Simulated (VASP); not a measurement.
Data:

```
CELL_PARAMETERS angstrom
      2.98648     0.00000     0.00000
     -1.49324     2.58637     0.00000
      0.00000     0.00000     6.09339
ATOMIC_POSITIONS crystal
  Ti 0.33333 0.66667 0.03177
  Ti 0.66667 0.33333 0.53177
  O  0.33333 0.66667 0.34323
  O  0.66667 0.33333 0.84323
```

Computed with r2SCAN meta-GGA, VASP's PBE PAW potentials (set 64) (plane waves; VASP 6.6.1). Run with 520 eV cut-off, 10×10×4 Γ-centred mesh, tetrahedra with Blöchl corrections, potentials Ti_sv O.

The cores are frozen, which limits the accuracy of field gradients.

**Question.** Give the principal components of the electric field gradient (V/Å²) and the asymmetry η at each nucleus.

**Answer.** 
| atom | Vxx | Vyy | Vzz | η |
|---|---|---|---|---|
| Ti1 | 21.6 | 21.6 | -43.2 | 0.00 |
| Ti2 | 21.6 | 21.6 | -43.2 | 0.00 |
| O3 | 6.1 | 6.1 | -12.3 | 0.00 |
| O4 | 6.1 | 6.1 | -12.3 | 0.00 |

The structure was generated: TiO was put into the wurtzite type (P6_3mc), which need not be its known phase. It was relaxed first, which changed the volume by -34 %.
